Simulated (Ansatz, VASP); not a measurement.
## Cross-check of AlInCu2Se2S2 between VASP and Ansatz

Wanted: the spread between two codes on one cell, functional and k mesh. The cell is invented: As first built, before any earlier steps moved the atoms (in the runner's words): In for half of the Al in the AlCuSeS structure of space group I2_12_12_1. It may not be a known or stable phase. The cell is taken from a series of runs on this material, whose earlier steps may have relaxed, scaled, displaced or heated it; both programs get it as it stands.

Method: plane waves, with VASP 6.6.1 beside it; single point at r2SCAN, in Ansatz 0.2.0.

**1. The starting structure**

The structure is monoclinic, space group C2 (No. 5). The conventional cell has a = 7.821 Å, b = 11.094 Å, c = 5.543 Å, α = 90.00°, β = 134.78°, γ = 90.00°. Nearest to In lie 2 S at 2.51 Å and 2 Se at 2.58 Å. Nearest to Al lie 2 S at 2.29 Å and 2 Se at 2.40 Å. Nearest to Cu lie 2 S at 2.28 Å and 2 Se at 2.45 Å. Nearest to Cu lie 2 S at 2.32 Å and 2 Se at 2.45 Å. Nearest to Se lie 1 Al at 2.40 Å and 2 Cu at 2.45 Å and 1 In at 2.58 Å. S has 2 Cu at 2.28 to 2.32 Å and 1 Al at 2.29 Å and 1 In at 2.51 Å nearest. It derives from AlCuSeS. As first built, before any earlier steps moved the atoms (in the runner's words): In for half of the Al in the AlCuSeS structure of space group I2_12_12_1. Farther neighbours and most contacts between anions are not listed.

Structure file:

```cif
data_structure
_symmetry_space_group_name_H-M 'C2'
_symmetry_Int_Tables_number 5
_cell_length_a 7.8207
_cell_length_b 11.0937
_cell_length_c 5.5427
_cell_angle_alpha 90.000
_cell_angle_beta 134.778
_cell_angle_gamma 90.000
_cell_volume 341.36
loop_
_atom_site_label
_atom_site_type_symbol
_atom_site_symmetry_multiplicity
_atom_site_Wyckoff_symbol
_atom_site_fract_x
_atom_site_fract_y
_atom_site_fract_z
_atom_site_occupancy
In1 In 2 b 0.00000 0.62240 0.50000 1
Al1 Al 2 a 0.50000 0.37989 0.00000 1
Cu1 Cu 2 b 0.50000 0.60912 0.50000 1
Cu2 Cu 2 a 0.00000 0.38787 0.00000 1
Se1 Se 4 c 0.76845 0.25736 0.50043 1
S1 S 4 c 0.73325 0.49300 0.97792 1
```

**2. Ansatz: single point, r2SCAN**

Ansatz runs on its default PAW (the set named soft_2) files.

A single point gives forces, pressure and levels at one fixed geometry, so differences don't come from the geometry; what else differs is listed under the comparison.

File input.yaml:

```yaml
crystal:
  lattice:
    - [5.542747179, 0.0, 0.0]
    - [-0.034178233, 5.551454295, 0.0]
    - [2.754284473, 2.775727147, 5.546841786]
  atoms:
    - { symbol: In, position: [0.8723960821, 0.1223960821, 0.2552078358] }
    - { symbol: Al, position: [0.6298904088, 0.3798904088, 0.7402191824] }
    - { symbol: Cu, position: [0.3591165542, 0.6091165542, 0.2817668916] }
    - { symbol: Cu, position: [0.1378689863, 0.8878689863, 0.7242620274] }
    - { symbol: Se, position: [0.7393398829, 0.9889095649, 0.9852741348] }
    - { symbol: Se, position: [0.2753859823, 0.5258163002, 0.9852741348] }
    - { symbol: S, position: [0.4876719272, 0.2597516618, 0.5139978965] }
    - { symbol: S, position: [0.9983301762, 0.7262504416, 0.5139978965] }
kpoints:
  mp_grid: { grid: [6, 6, 6] }
scf:
  occupations: { method: fixed }
hamiltonian:
  xc: r2scan
output:
  eigenvalues: true
  transmission:
    leads: [[0, 0]]
    kpoints: [[0.0, 0.0], [0.5, 0.0]]
    e_range: [-1.0, 1.93]
    de: 0.07
```

The run is started by

```
$ ansatz run input.yaml --threads 2 --pin off --max-ram 4096MiB --backend cpu --events-out ev --progress --plain --runs-dir out
```

Numbers of over 12 decimals in the logs are rounded to 6 here.

The log of the run:

```text
Engine: ansatz 0.2.0, x86_64-unknown-linux-gnu
Pseudopotentials: kind: paw
Pseudopotential: In, paw, valence charge 13, recommended cutoff 500 eV (meta_gga), In.paw.azcp
Pseudopotential: Al, paw, valence charge 3, recommended cutoff 500 eV (meta_gga), Al.paw.azcp
Pseudopotential: Cu, paw, valence charge 19, recommended cutoff 500 eV (meta_gga), Cu.paw.azcp
Pseudopotential: Se, paw, valence charge 16, recommended cutoff 500 eV (meta_gga), Se.paw.azcp
Pseudopotential: S, paw, valence charge 6, recommended cutoff 500 eV (meta_gga), S.paw.azcp
Functional definition: r2SCAN
  parameter k0 = 0.174
  parameter k1 = 0.065
  parameter a1 = 4.9479
  exchange = r2scan_x(k0 = k0, k1 = k1, a1 = a1)
  correlation = r2scan_c
Crystal: 8 atoms, lattice volume = 170.678 Å³
Basis set: ecut = 500 eV, 4337 PW (Γ), exchange–correlation on 180×180×200 points (64 copies of the dense FFT grid, shifted against one another)
Bands: 59, of which v1, the nominal top of the filled ones, is band 49 counted from 1 (48 counted from 0)
Symmetry: 2 space group operations
Space group: C2 (ITA 5), of the structure as read, at distance tolerance 5.5e-5 Å
k-points: 68 of 216 (time reversal used)
Non-local potential: In, projectors of the file, l = 0: 2, l = 1: 2, l = 2: 2, l = 3: 2
Non-local potential: Al, projectors of the file, l = 0: 2, l = 1: 2, l = 2: 1
Non-local potential: Cu, projectors of the file, l = 0: 3, l = 1: 2, l = 2: 3, l = 3: 1
Non-local potential: Se, projectors of the file, l = 0: 2, l = 1: 2, l = 2: 3, l = 3: 1
Non-local potential: S, projectors of the file, l = 0: 2, l = 1: 2, l = 2: 2
PAW form: soft (Blöchl's): semilocal exchange-correlation on the pseudo side does not see the compensation charge
PAW frozen core: In, regenerated for the run's functional (the file was generated under x = pbe(κ = 0.804, μ = 0.219515), c = pbe(β = 0.066725))
PAW frozen core: Al, regenerated for the run's functional (the file was generated under x = pbe(κ = 0.804, μ = 0.219515), c = pbe(β = 0.066725))
PAW frozen core: Cu, regenerated for the run's functional (the file was generated under x = pbe(κ = 0.804, μ = 0.219515), c = pbe(β = 0.066725))
PAW frozen core: Se, regenerated for the run's functional (the file was generated under x = pbe(κ = 0.804, μ = 0.219515), c = pbe(β = 0.066725))
PAW frozen core: S, regenerated for the run's functional (the file was generated under x = pbe(κ = 0.804, μ = 0.219515), c = pbe(β = 0.066725))
PAW one-centre angular grid: In, 590 points (default); XC on 289 of its mesh's 2783 points in the sphere
PAW one-centre angular grid: Al, 302 points (default); XC on 160 Gauss nodes
PAW one-centre angular grid: Cu, 590 points (default); XC on 160 Gauss nodes
PAW one-centre angular grid: Se, 590 points (default); XC on 160 Gauss nodes
PAW one-centre angular grid: S, 302 points (default); XC on 160 Gauss nodes
Initial density: superposition of atomic densities (neutral atoms: chi_scale 0, normalization atom), corrected by the library's trained network
Initial wavefunctions: pseudopotential atomic-orbital guess
Functional: x = r2scan, c = r2scan; τ floored in thin density (d = 2e-4 eV/Å³)
SCF iter   1: F=—  HF=-32188.376461 eV  |F-HF|=—  |Δ(HF+E_count)|=         —  Δρ=2.16e-2  dr2=5.44e-1  dr2_τ=3.11e-2  ethr=1.77e-3  ⟨swp⟩=5.0  Hψ=12935  notcnv=0  defer=497
preconditioner: auto → Resta (q_TF=auto, 2.487 Å⁻¹)  ε∞=5.1  [insulator: Δε(μ)=1.166 eV  Ē_g=11.047 eV  n_scr=36 (ndim 8)  ℏωp=22.4 eV  f_vac=0.052  ε∞_Penn≈5.1]
SCF iter   2: F=—  HF=-32188.430746 eV  |F-HF|=—  |Δ(HF+E_count)|=   5.43e-2  Δρ=1.59e-2  dr2=2.54e-1  dr2_τ=3.62e-3  ethr=5.55e-4  ⟨swp⟩=2.0  Hψ=8206  notcnv=0  defer=453
SCF iter   3: F=—  HF=-32188.355367 eV  |F-HF|=—  |Δ(HF+E_count)|=   7.54e-2  Δρ=5.37e-3  dr2=3.99e-2  dr2_τ=2.56e-4  ethr=2.59e-4  ⟨swp⟩=2.0  Hψ=7087  notcnv=0  defer=522
SCF iter   4: F=—  HF=-32188.349239 eV  |F-HF|=—  |Δ(HF+E_count)|=   6.13e-3  Δρ=8.31e-4  dr2=9.63e-4  dr2_τ=3.62e-5  ethr=4.08e-5  ⟨swp⟩=2.1  Hψ=5444  notcnv=0  defer=544
SCF iter   5: F=—  HF=-32188.349501 eV  |F-HF|=—  |Δ(HF+E_count)|=   2.62e-4  Δρ=6.45e-4  dr2=5.08e-4  dr2_τ=6.44e-6  ethr=9.83e-7  ⟨swp⟩=2.0  Hψ=5469  notcnv=0  defer=544
SCF iter   6: F=—  HF=-32188.349758 eV  |F-HF|=—  |Δ(HF+E_count)|=   2.57e-4  Δρ=9.51e-4  dr2=1.02e-3  dr2_τ=6.15e-6  ethr=5.18e-7  ⟨swp⟩=2.0  Hψ=7201  notcnv=0  defer=544
SCF iter   7: F=—  HF=-32188.349537 eV  |F-HF|=—  |Δ(HF+E_count)|=   2.22e-4  Δρ=1.40e-4  dr2=2.51e-5  dr2_τ=1.78e-7  ethr=5.18e-7  ⟨swp⟩=2.0  Hψ=7197  notcnv=0  defer=535
SCF iter   8: F=—  HF=-32188.349473 eV  |F-HF|=—  |Δ(HF+E_count)|=   6.37e-5  Δρ=3.04e-5  dr2=1.33e-6  dr2_τ=6.12e-8  ethr=2.56e-8  ⟨swp⟩=2.0  Hψ=5224  notcnv=0  defer=279
SCF iter   9: F=—  HF=-32188.349475 eV  |F-HF|=—  |Δ(HF+E_count)|=   1.76e-6  Δρ=1.13e-5  dr2=3.27e-7  dr2_τ=3.92e-9  ethr=1.36e-9  ⟨swp⟩=2.0  Hψ=7065  notcnv=0  defer=279
SCF iter  10: F=-32188.349475 eV  HF=-32188.349475 eV  |F-HF|=2.11e-9  |Δ(HF+E_count)|=   1.09e-7  Δρ=3.72e-6  dr2=2.57e-8  dr2_τ=2.78e-10  ethr=1.02e-10  ⟨swp⟩=10.5  Hψ=14277  notcnv=0
SCF 1 converged in 10 iterations: F = -32188.349475 eV  dr2 = 2.57e-8
  greatest PAW one-centre occupation: 1.000 electrons in one spin orbital (limit 2), on the Cu atom at site 3 (counted from 0), in its partial waves of l = 0
transmission: 8 of 16 steps passed
transmission: 16 of 16 steps passed
SCF converged after 10 iterations
Free energy (F): -32188.349475 eV
Harris-Foulkes:  -32188.349475 eV  (|F-HF|=2.11e-9)
Internal energy: -32188.349475 eV  (E = F + TS)
E sigma→0 (E₀):  -32188.349475 eV
Fermi energy:    7.893841 eV
--- Per-component energies (eV) ---
  E_band       = -1904.094573
  E_kinetic    = 1320.137663
  E_local      = -18981.037859  (includes V_loc(G=0)·N_el)
  E_nonlocal   = 56.322998
  E_hartree    = 8685.647757
  E_xc         = -783.023240
  E_vxc        = -783.547854  (∫ρ·V_xc dr)
  E_paw        = -13103.487904  (= ΣΔE_a)
  E_vpaw       = -932.243547  (= ΣTr[D̂ρ^β])
  E_aug_tail   = -0.000124  (compensation charges beyond the density's cutoff)
  E_vtau       = 44.964945  (kinetic-family band-sum trace: ∫τ·v_τ [+ j·A + Jᵃ·Aᵃ] dr)
  E_ewald      = -9379.462913
  E_core_change = -3.445852  (= ΣΔE_core)
  E_smearing   = -0.000000  (= −TS)
  E_closure    = -0.000000  (closes the sum)
  Σ components = -32188.349475   (vs F -32188.349475, Δ=0.00e0)
--- Band table (eV; the first three rows and the last of 68) ---
  k-point 0: bands = [... 45 lower, 6.5889, 7.8094, 7.8829, 7.8938, 8.8245, 10.2833, 10.9241, 12.2128, ... 6 higher]
  k-point 1: bands = [... 45 lower, 6.6068, 7.5434, 7.6572, 7.7298, 9.3629, 10.4243, 10.9903, 11.5473, ... 6 higher]
  k-point 2: bands = [... 45 lower, 6.8101, 7.1988, 7.3126, 7.4652, 9.8715, 10.4566, 10.7251, 10.7296, ... 6 higher]
  k-point 67: bands = [... 45 lower, 7.1372, 7.3739, 7.5119, 7.6312, 9.5719, 10.4651, 11.9263, 11.9348, ... 6 higher]
--- Transmission ---
  basis      : 325 plane waves across, 8 finite elements along
  points     : 2, as listed
  energies   : 42 from -1.000000 to 1.870000 eV about the Fermi level, 0.070000 eV apart; the leads are filled to 0.465354 eV, and channels, transmission and decay are at 0.470000 eV
  crystal 0  : In1Cu2S2Al1Se2, at the sites [0, 0], period 5.5468 Å: whole cells are its period
    offset         : up to 0.0000 Å between an atom of the period and one for which it stands
    channels       : 0.000000e0 a spin
    conductance    : none, the energies end too early or step too widely for 300 K: set another output.transmission.e_range or a lower de, or, where they end at an eighth of basis.ecutwfc, a higher one
    slowest decay  : 0.1033 /Å at (0.0000, 0.0000)
```

Reading the cycles: dr2 is the Hartree energy of the density residual (eV), the measure of convergence; HF is the Harris–Foulkes estimate of the energy, which meets the free energy F at convergence.

**3. VASP: single point, r2SCAN**

The same cell, functional and mesh now go to VASP, with its own data sets.

Lines of VASP's logs that name or quote its potential files are left out, and so is its time.

File INCAR:

```
SYSTEM = AlInCu2Se2S2
PREC = Accurate
ENCUT = 580
EDIFF = 1E-06
NELM = 120
ISMEAR = 0
SIGMA = 0.01
LREAL = .FALSE.
ALGO = Normal
METAGGA = R2SCAN
LASPH = .TRUE.
NBANDS = 39
LORBIT = 11
LWAVE = .FALSE.
LCHARG = .FALSE.
ISIF = 2
GGA_COMPAT = .FALSE.
EFERMI = MIDGAP
LMIXTAU = .TRUE.
KPAR = 2
```

File POSCAR:

```
AlInCu2Se2S2
1.0
    5.5427471790      0.0000000000      0.0000000000
   -0.0341782330      5.5514542950      0.0000000000
    2.7542844730      2.7757271470      5.5468417860
In Al Cu Se S
1 1 2 2 2
Direct
    0.8723960821      0.1223960821      0.2552078358
    0.6298904088      0.3798904088      0.7402191824
    0.3591165542      0.6091165542      0.2817668916
    0.1378689863      0.8878689863      0.7242620274
    0.7393398829      0.9889095650      0.9852741348
    0.2753859823      0.5258163003      0.9852741348
    0.4876719272      0.2597516619      0.5139978965
    0.9983301762      0.7262504417      0.5139978965
```

File KPOINTS:

```
Automatic mesh
0
Gamma
6 6 6
0 0 0
```

Potentials, in the order of the species: In_d, Al, Cu, Se and S (PBE family, release 64).

The run is started by

```
$ mpirun -np 2 vasp_std
```

The log of the run:

```text
[banner, memory and clock lines left out]
running    2 mpi-ranks, on    1 nodes
 distrk:  each k-point on    1 cores,    2 groups
 distr:  one band on    1 cores,    1 groups

 POSCAR found type information on POSCAR InAlCuSeS
 POSCAR found :  5 types and       8 ions
|                                                                             |
|               ----> ADVICE to this user running VASP <----                  |
|                                                                             |
|     You enforced a specific xc type in the INCAR file but a different       |
|     [... a line on the potential file left out ...]
|     I HOPE YOU KNOW WHAT YOU ARE DOING!                                     |
|                                                                             |

 LDA part: xc-table for (None), standard interpolation
 POSCAR, INCAR and KPOINTS ok, starting setup
 FFT: planning ... GRIDC
 FFT: planning ... GRID_SOFT
 FFT: planning ... GRID
 WAVECAR not read
 entering main loop
       N       E                     dE             d eps       ncg     rms          rms(c)
DAV:   1     0.535948435946E+03    0.53595E+03   -0.28836E+04  5304   0.197E+03
DAV:   2    -0.183965160542E+02   -0.55434E+03   -0.53349E+03  5353   0.459E+02
DAV:   3    -0.107904728693E+03   -0.89508E+02   -0.86864E+02  7087   0.198E+02
DAV:   4    -0.114083155283E+03   -0.61784E+01   -0.61294E+01  7961   0.519E+01
DAV:   5    -0.114268247772E+03   -0.18509E+00   -0.18490E+00  8214   0.924E+00    0.154E+01
DAV:   6    -0.106428790256E+03    0.78395E+01   -0.41044E+01  7056   0.120E+02    0.111E+01
DAV:   7    -0.101178778862E+03    0.52500E+01   -0.90594E+00  7309   0.859E+01    0.771E+00
DAV:   8    -0.101457398271E+03   -0.27862E+00   -0.48784E+00  8434   0.319E+01    0.388E+00
DAV:   9    -0.101018939440E+03    0.43846E+00   -0.93485E-01  8357   0.180E+01    0.705E-01
DAV:  10    -0.101319592583E+03   -0.30065E+00   -0.40894E-01  5724   0.399E+00    0.537E-01
DAV:  11    -0.101385869313E+03   -0.66277E-01   -0.11652E-01  7179   0.296E+00    0.439E-01
DAV:  12    -0.101380765165E+03    0.51041E-02   -0.11735E-02  8390   0.110E+00    0.372E-01
DAV:  13    -0.101393967571E+03   -0.13202E-01   -0.14076E-02  8204   0.191E+00    0.808E-02
DAV:  14    -0.101394349782E+03   -0.38221E-03   -0.26252E-03  6238   0.311E-01    0.399E-02
DAV:  15    -0.101394558840E+03   -0.20906E-03   -0.30917E-04  6138   0.128E-01    0.345E-02
DAV:  16    -0.101394479538E+03    0.79302E-04   -0.15153E-04  7567   0.125E-01    0.152E-02
DAV:  17    -0.101394587001E+03   -0.10746E-03   -0.11283E-04  6197   0.779E-02    0.115E-02
DAV:  18    -0.101394594396E+03   -0.73943E-05   -0.72259E-06  7960   0.233E-02    0.900E-03
DAV:  19    -0.101394594744E+03   -0.34801E-06   -0.81411E-07  3989   0.114E-02
   1 F= -.10139459E+03 E0= -.10139459E+03  d E =0.000000E+00
```

(Continued in part 2 of 2.)

[Lines on the potential files, build, host, timing and source positions are cut from VASP's logs without a mark.]

[Logs are printed without paths, hosts, clocks, repeated set-up lines and the standing remarks that a program may print on its own settings, such as how far it seeks lower states.]

[Hosts, paths, dates, database ids (printed as entryN), source tags and the programs' standing remarks are cut or masked in the printed files.]
